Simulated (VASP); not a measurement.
# KTaO3: optical spectrum

Aim: the dielectric function of KTaO3 for independent particles, and its static limit with local fields. The cell has space group Pm-3m. The start is a cell from a database of measured crystal structures.

Program: VASP 6.6.1. Level of theory: PBE; plane waves and PAW (Ta_pv, K_sv, O), in the first sound run; inputs show where later runs differ. Results are calculated unless marked as measured.

## Step 1: Starting point

Symmetry: Pm-3m, No. 221, cubic system. Conventional cell: a = 3.988 Å, b = 3.988 Å, c = 3.988 Å, α = 90.00°, β = 90.00°, γ = 90.00°. Ta has 6 O at 1.99 Å nearest. K has 12 O at 2.82 Å nearest. Nearest to O lie 2 Ta at 1.99 Å and 4 K at 2.82 Å. Farther neighbours and most contacts between anions are not listed.

As a file:

```cif
data_structure
_symmetry_space_group_name_H-M 'P 1'
_symmetry_Int_Tables_number 1
_cell_length_a 3.9883
_cell_length_b 3.9883
_cell_length_c 3.9883
_cell_angle_alpha 90.000
_cell_angle_beta 90.000
_cell_angle_gamma 90.000
_cell_volume 63.44
loop_
_atom_site_label
_atom_site_type_symbol
_atom_site_fract_x
_atom_site_fract_y
_atom_site_fract_z
_atom_site_occupancy
Ta1 Ta 0.00000 0.00000 0.00000 1
K2 K 0.50000 0.50000 0.50000 1
O3 O 0.00000 0.00000 0.50000 1
O4 O 0.00000 0.50000 0.00000 1
O5 O 0.50000 0.00000 0.00000 1
```

## Step 2: Ground state

The ground state comes first.

The input, INCAR:

```
SYSTEM = KTaO3
PREC = Accurate
ENCUT = 520
EDIFF = 1E-07
NELM = 100
ISMEAR = 0
SIGMA = 0.05
LREAL = .FALSE.
ALGO = Normal
GGA = PE
NBANDS = 25
LASPH = .TRUE.
LORBIT = 11
LWAVE = .FALSE.
LCHARG = .FALSE.
KPAR = 4
```

The input, POSCAR:

```
KTaO3
1.0
    3.9883000000      0.0000000000      0.0000000000
    0.0000000000      3.9883000000      0.0000000000
    0.0000000000      0.0000000000      3.9883000000
Ta K O
1 1 3
Direct
    0.0000000000      0.0000000000      0.0000000000
    0.5000000000      0.5000000000      0.5000000000
    0.0000000000      0.0000000000      0.5000000000
    0.0000000000      0.5000000000      0.0000000000
    0.5000000000      0.0000000000      0.0000000000
```

The input, KPOINTS:

```
Automatic mesh
0
Gamma
6 6 6
0 0 0
```

PAW data sets: Ta_pv, K_sv and O (PBE family, release 64).

Command:

```bash
$ mpirun -np 4 vasp_std
```

Log:

```text
[banner, memory and clock lines left out]
running    4 mpi-ranks, on    1 nodes
 distrk:  each k-point on    1 cores,    4 groups
 distr:  one band on    1 cores,    1 groups

 POSCAR found type information on POSCAR TaK O
 POSCAR found :  3 types and       5 ions
 LDA part: xc-table for (Slater+PW92), standard interpolation
 POSCAR, INCAR and KPOINTS ok, starting setup
 FFT: planning ... GRIDC
 FFT: planning ... GRID_SOFT
 FFT: planning ... GRID
 WAVECAR not read
 entering main loop
       N       E                     dE             d eps       ncg     rms          rms(c)
DAV:   1     0.328914591493E+03    0.32891E+03   -0.21335E+04  1000   0.152E+03
DAV:   2    -0.300953075892E+02   -0.35901E+03   -0.34950E+03  1174   0.427E+02
DAV:   3    -0.488994973042E+02   -0.18804E+02   -0.18736E+02  1413   0.968E+01
DAV:   4    -0.495896630555E+02   -0.69017E+00   -0.68935E+00  1664   0.117E+01
DAV:   5    -0.495932897993E+02   -0.36267E-02   -0.36264E-02  1325   0.864E-01    0.340E+01
DAV:   6    -0.411924805282E+02    0.84008E+01   -0.39604E+01  1325   0.428E+01    0.133E+01
DAV:   7    -0.410908914311E+02    0.10159E+00   -0.22580E+00  1245   0.934E+00    0.914E+00
DAV:   8    -0.410445284469E+02    0.46363E-01   -0.41411E-01  1326   0.544E+00    0.249E+00
DAV:   9    -0.410299507426E+02    0.14578E-01   -0.35199E-02  1319   0.144E+00    0.382E-01
DAV:  10    -0.410289596556E+02    0.99109E-03   -0.10814E-02  1423   0.690E-01    0.633E-02
DAV:  11    -0.410290110528E+02   -0.51397E-04   -0.49904E-04  1286   0.157E-01    0.295E-02
DAV:  12    -0.410290436003E+02   -0.32548E-04   -0.59020E-05  1395   0.638E-02    0.601E-03
DAV:  13    -0.410290429787E+02    0.62161E-06   -0.37820E-06  1303   0.170E-02    0.485E-03
DAV:  14    -0.410290429224E+02    0.56332E-07   -0.13382E-06  1326   0.750E-03    0.274E-03
DAV:  15    -0.410290429171E+02    0.52805E-08   -0.12410E-07   975   0.296E-03
   1 F= -.41029043E+02 E0= -.41029043E+02  d E =-.316442E-13
```

It took 5.6 s on 4 MPI ranks of Intel Xeon 6975P-C (Granite Rapids), shared host; peak memory 0.7 GiB; 20 s of CPU time.

Lines that name or quote the potential files are left out of all logs, and their timing lines are given in words.

Parts of OUTCAR (step 2):

```text
ion  position               nearest neighbor table
   1  0.000  0.000  0.000-   3 1.99   4 1.99   5 1.99   3 1.99   4 1.99   5 1.99   2 3.45   2 3.45
                             2 3.45   2 3.45   2 3.45   2 3.45   2 3.45   2 3.45
   2  0.500  0.500  0.500-   3 2.82   4 2.82   5 2.82   4 2.82   5 2.82   3 2.82   5 2.82   5 2.82
                             3 2.82   4 2.82   4 2.82   3 2.82   1 3.45   1 3.45   1 3.45   1 3.45
   3  0.000  0.000  0.500-   1 1.99   1 1.99   2 2.82   2 2.82   2 2.82   2 2.82
   4  0.000  0.500  0.000-   1 1.99   1 1.99   2 2.82   2 2.82   2 2.82   2 2.82
   5  0.500  0.000  0.000-   1 1.99   1 1.99   2 2.82   2 2.82   2 2.82   2 2.82

  LATTYP: Found a simple cubic cell.
 ALAT       =     3.9883000000

 Subroutine GETGRP returns: Found 48 space group operations
 (whereof 48 operations were pure point group operations)

The static configuration has the point symmetry O_h .

 Found     20 irreducible k-points:

   k-points           NKPTS =     20   k-points in BZ     NKDIM =     20   number of bands    NBANDS=     25

   dimension x,y,z NGX =    30 NGY =   30 NGZ =   30
   dimension x,y,z NGXF=    60 NGYF=   60 NGZF=   60

   ENCUT  =  520.0 eV  38.22 Ry    6.18 a.u.   7.42  7.42  7.42*2*pi/ulx,y,z

   NELECT =      38.0000    total number of electrons

 k-points in reciprocal lattice and weights: Automatic mesh
   0.00000000  0.00000000  0.00000000       0.005
   0.16666667  0.00000000  0.00000000       0.028
   0.33333333  0.00000000  0.00000000       0.028
   0.50000000  0.00000000  0.00000000       0.014
   0.16666667  0.16666667  0.00000000       0.056
   0.33333333  0.16666667  0.00000000       0.111
   0.50000000  0.16666667  0.00000000       0.056
   0.33333333  0.33333333  0.00000000       0.056
   0.50000000  0.33333333  0.00000000       0.056
[...]
0.50000000  0.50000000  0.33333333       0.028
   0.50000000  0.50000000  0.50000000       0.005

 average (electrostatic) potential at core
       1 -40.7380       2 -32.6797       3 -71.8416       4 -71.8416       5 -71.8416

 E-fermi :   2.0449

 k-point     1 :       0.0000    0.0000    0.0000
  band No.  band energies     occupation
    ...
     15       0.7434      2.00000
     16       0.7434      2.00000
     17       1.1811      2.00000
     18       1.1811      2.00000
     19       1.1811      2.00000
     20       3.9775      0.00000
     21       3.9775      0.00000
     22       3.9775      0.00000
     23       8.4284      0.00000
     24       8.5646      0.00000
    ...

 k-point     2 :       0.1667    0.0000    0.0000
  band No.  band energies     occupation
    ...
     15       0.3462      2.00000
     16       0.5089      2.00000
     17       0.6224      2.00000
     18       1.0684      2.00000
     19       1.0684      2.00000
     20       4.0158      0.00000
     21       4.7730      0.00000
     22       4.7730      0.00000
     23       8.5772      0.00000
     24       8.8416      0.00000
    ...

 k-point     3 :       0.3333    0.0000    0.0000
  band No.  band energies     occupation
    ...
     15      -0.2709      2.00000
     16      -0.1252      2.00000
     17       0.3956      2.00000
     18       0.9861      2.00000
     19       0.9861      2.00000
     20       4.0948      0.00000
     21       6.1420      0.00000
     22       6.1420      0.00000
     23       8.5953      0.00000
     24       9.7184      0.00000
    ...

  Total        2.4081829      2.4081829      2.4081829      0.0000000      0.0000000     -0.0000000
  in kB       60.8186241     60.8186241     60.8186241      0.0000000      0.0000000     -0.0000000
  external PRESSURE =      60.8186241 kB  Pullay stress =       0.0000000 kB

  energy-cutoff  :      520.00
  volume of cell :       63.44
      direct lattice vectors                 reciprocal lattice vectors
     3.988300000  0.000000000  0.000000000     0.250733395  0.000000000  0.000000000
     0.000000000  3.988300000  0.000000000     0.000000000  0.250733395  0.000000000
     0.000000000  0.000000000  3.988300000     0.000000000  0.000000000  0.250733395

 POSITION                                       TOTAL-FORCE (eV/Angst)
 -----------------------------------------------------------------------------------
      0.00000      0.00000      0.00000         0.000000      0.000000      0.000000
      1.99415      1.99415      1.99415         0.000000      0.000000      0.000000
      0.00000      0.00000      1.99415         0.000000      0.000000      0.000000
      0.00000      1.99415      0.00000         0.000000      0.000000      0.000000
      1.99415      0.00000      0.00000         0.000000      0.000000      0.000000
 -----------------------------------------------------------------------------------
    total drift:                                0.000000     -0.000000      0.000000

  FREE ENERGIE OF THE ION-ELECTRON SYSTEM (eV)
  ---------------------------------------------------
  free  energy   TOTEN  =       -41.0290429171 eV

  energy  without entropy=      -41.0290429171  energy(sigma->0) =      -41.02904292

 total charge
# of ion       s       p       d       tot
------------------------------------------
    1        0.348   6.357   2.057   8.762
    2        1.962   5.607   0.049   7.617
    3        1.563   3.523   0.000   5.086
    4        1.563   3.523   0.000   5.086
    5        1.563   3.523   0.000   5.086
--------------------------------------------------
tot          6.998  22.533   2.106  31.637

[... 3 further parts left out ...]
```

The gap is read on the k-mesh alone, so it is an upper bound where the band edges lie off the mesh.

Numbers from this step:

* free energy (TOTEN): -41.03 eV
* Fermi energy: 2.045 eV
* pressure: 6.082 GPa
* gap on the k-mesh: 2.175 eV
* least direct gap on the k-mesh: 2.796 eV

The cell has a gap of 2.17 eV on this mesh and a pressure of +6.1 GPa, which holds the misfit of the given cell and coordinates with this functional, and any error of cutoff, mesh and data sets. Spin-orbit coupling is left out, which can shift or reorder these edges.

## Step 3: Spectrum

LOPTICS sums the direct transitions; the mesh is finer and NBANDS larger than for the ground state.

Edit INCAR of step 2 so:

```diff
@@ -10,5 +10,4 @@
 GGA = PE
-NBANDS = 25
+NBANDS = 48
 LASPH = .TRUE.
-LORBIT = 11
 LWAVE = .FALSE.
@@ -16 +15,4 @@
 KPAR = 4
+LOPTICS = .TRUE.
+NEDOS = 2000
+CSHIFT = 0.1
```

POSCAR is that of step 2.

The input, KPOINTS:

```
Automatic mesh
0
Gamma
8 8 8
0 0 0
```

Command:

```bash
$ mpirun -np 4 vasp_std
```

Log:

```text
[... set-up lines as in an earlier step ...]
 entering main loop
       N       E                     dE             d eps       ncg     rms          rms(c)
DAV:   1     0.327757985928E+03    0.32776E+03   -0.18132E+04  3360   0.793E+02
DAV:   2    -0.303686439903E+02   -0.35813E+03   -0.33378E+03  3768   0.270E+02
DAV:   3    -0.488912538918E+02   -0.18523E+02   -0.18275E+02  4424   0.599E+01
DAV:   4    -0.495885790881E+02   -0.69733E+00   -0.69463E+00  4744   0.686E+00
DAV:   5    -0.495932395398E+02   -0.46605E-02   -0.46604E-02  3984   0.606E-01    0.340E+01
DAV:   6    -0.412835201360E+02    0.83097E+01   -0.13746E+01  3648   0.223E+01    0.126E+01
DAV:   7    -0.410981481082E+02    0.18537E+00   -0.11501E+00  3720   0.503E+00    0.953E+00
DAV:   8    -0.410525207420E+02    0.45627E-01   -0.24837E-01  3672   0.305E+00    0.290E+00
DAV:   9    -0.410299164049E+02    0.22604E-01   -0.25218E-02  3744   0.103E+00    0.514E-01
DAV:  10    -0.410299763074E+02   -0.59903E-04   -0.42069E-03  4160   0.308E-01    0.781E-02
DAV:  11    -0.410299739171E+02    0.23904E-05   -0.23237E-04  3976   0.767E-02    0.700E-02
DAV:  12    -0.410299908633E+02   -0.16946E-04   -0.44847E-05  3800   0.424E-02    0.243E-02
DAV:  13    -0.410299909870E+02   -0.12367E-06   -0.82209E-06  3824   0.161E-02    0.633E-03
DAV:  14    -0.410299913260E+02   -0.33902E-06   -0.12197E-06  3832   0.588E-03    0.750E-03
DAV:  15    -0.410299911212E+02    0.20480E-06   -0.11960E-07  3400   0.229E-03    0.124E-03
DAV:  16    -0.410299911342E+02   -0.13020E-07   -0.10355E-08  2080   0.511E-04
   1 F= -.41029991E+02 E0= -.41029991E+02  d E =-.415455E-11
 optical routines
 imaginary and real dielectric function
 recalculating local potential from charge density
 direction            1
 direction            2
 direction            3
```

The job ended after 13 s (4 MPI ranks; peak memory 1.2 GiB).

Parts of OUTCAR (step 3):

```text
The static configuration has the point symmetry O_h .

 Found     35 irreducible k-points:

   k-points           NKPTS =     35   k-points in BZ     NKDIM =     35   number of bands    NBANDS=     48

   NELECT =      38.0000    total number of electrons

 E-fermi :   2.0147

 k-point     1 :       0.0000    0.0000    0.0000
  band No.  band energies     occupation
    ...
     15       0.7431      2.00000
     16       0.7431      2.00000
     17       1.1808      2.00000
     18       1.1808      2.00000
     19       1.1808      2.00000
     20       3.9783      0.00000
     21       3.9783      0.00000
     22       3.9783      0.00000
     23       8.4283      0.00000
     24       8.5654      0.00000
    ...

 k-point     2 :       0.1250    0.0000    0.0000
  band No.  band energies     occupation
    ...
     15       0.5050      2.00000
     16       0.6715      2.00000
     17       0.7351      2.00000
     18       1.0984      2.00000
     19       1.0984      2.00000
     20       4.0006      0.00000
     21       4.4626      0.00000
     22       4.4626      0.00000
     23       8.5732      0.00000
     24       8.6749      0.00000
    ...

  Total        2.4084199      2.4084199      2.4084199     -0.0000000     -0.0000000      0.0000000
  in kB       60.8246113     60.8246113     60.8246113     -0.0000000     -0.0000000      0.0000000
  external PRESSURE =      60.8246113 kB  Pullay stress =       0.0000000 kB

  FREE ENERGIE OF THE ION-ELECTRON SYSTEM (eV)
  ---------------------------------------------------
  free  energy   TOTEN  =       -41.0299911342 eV

  energy  without entropy=      -41.0299911342  energy(sigma->0) =      -41.02999113

 plasma frequency squared (from intraband transitions) (eV^2)
  --------------------------------------------------------------------------------------
       0.000       0.000       0.000
       0.000       0.000       0.000
       0.000       0.000       0.000

[... 7 parts as in an earlier step ...]

[... 6 further parts left out ...]
```

These are independent-particle spectra without excitons or local fields, and fine structure depends on the mesh and on CSHIFT.

This step gave:

```
Fermi energy                   : 2.015 eV
gap on the k-mesh              : 2.176 eV
least direct gap on the k-mesh : 2.797 eV
```

The imaginary dielectric function, xx has structure finer than the step of the table below, so its rows give means over 1 eV, whole bins alone (the curve runs from 0 to 25.0 eV). Peaks (eV: height): 3.1: 2.81, 3.9: 8.62, 5.1: 8.80, 5.9: 7.10, 8.2: 3.44, 10.5: 6.02, 22.1: 3.93.

Absorption under the direct gap is the tail of the CSHIFT broadening, and fine structure depends on the mesh. The imaginary dielectric function, xx by photon energy; means over each step:

| photon energy (eV) | imaginary dielectric function, xx |
| --- | --- |
| 1 | 0.0353 |
| 2 | 0.132 |
| 3 | 1.69 |
| 4 | 5.10 |
| 5 | 5.37 |
| 6 | 4.83 |
| 7 | 1.05 |
| 8 | 2.25 |
| 9 | 3.86 |
| 10 | 4.46 |
| 11 | 2.95 |
| 12 | 1.99 |
| 13 | 2.15 |
| 14 | 1.89 |
| 15 | 1.27 |
| 16 | 1.12 |
| 17 | 1.37 |
| 18 | 1.19 |
| 19 | 1.29 |
| 20 | 2.09 |
| 21 | 2.55 |
| 22 | 3.37 |
| 23 | 1.53 |
| 24 | 0.973 |

Table of real dielectric function, xx by photon energy:

| photon energy (eV) | real dielectric function, xx |
| --- | --- |
| 0 | 5.46 |
| 1 | 5.61 |
| 2 | 6.26 |
| 3 | 7.94 |
| 4 | 4.20 |
| 5 | 5.66 |
| 6 | 0.897 |
| 7 | 1.69 |
| 8 | 4.11 |
| 9 | 3.10 |
| 10 | 1.93 |
| 11 | -0.124 |
| 12 | 0.646 |
| 13 | 1.19 |
| 14 | -0.00832 |
| 15 | 0.668 |
| 16 | 1.02 |
| 17 | 0.916 |
| 18 | 1.04 |
| 19 | 1.76 |
| 20 | 2.04 |
| 21 | 0.663 |
| 22 | 0.361 |
| 23 | -0.999 |
| 24 | -0.348 |

(Continued in part 2 of 3.)

[Lines on the potential files, build, host, timing and source positions are cut from VASP's logs without a mark.]

[Logs are printed without paths, hosts, clocks, repeated set-up lines and the standing remarks that a program may print on its own settings, such as how far it seeks lower states.]

[Hosts, paths, dates, database ids (printed as entryN), source tags and the programs' standing remarks are cut or masked in the printed files.]
